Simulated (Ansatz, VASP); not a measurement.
**One calculation of ScTa2, two programs**

```
Sc Ta
1.0
     4.79897    0.00000    0.00000
    -2.39949    4.15603    0.00000
     0.00000    0.00000    2.94613
Sc Ta
1 2
Direct
  0.00000 0.00000 0.00000
  0.33333 0.66667 0.59524
  0.66667 0.33333 0.40476
```

Alike in both runs: task relaxation of cell and atoms; functional PBE; k mesh 6 × 6 × 6; occupations gaussian, width 0.1 eV; no spin polarisation.

```csv
,VASP,Ansatz
version,VASP 6.6.1,Ansatz 0.2.0
potentials or method,"VASP PAW PBE potentials, release 64 (Sc_sv, Ta_pv)","scalar-relativistic, plane waves, PAW"
plane-wave cutoff (eV),600,420
valence electrons in the cell,33,37
```

Ansatz gave:

* gap on the k mesh at the Fermi level, each at its own relaxed structure (eV): none
* relaxed volume (Å³/atom): 19.86
* relaxed cell length with the largest relative difference (Å): 2.921
* energy change over the relaxation (meV/atom): -18

Problem. Estimate VASP's values.

Solution. gap on the k mesh at the Fermi level, each at its own relaxed structure (eV): none; relaxed volume (Å³/atom): 19.89; relaxed cell length with the largest relative difference (Å): 2.924; energy change over the relaxation (meV/atom): -19.

A gap of «none» marks a metal or a gap that the smearing closes. The two sets of potentials don't hold the same shells in valence.

The runs have no spin-orbit coupling, so splittings on Ta are missing.
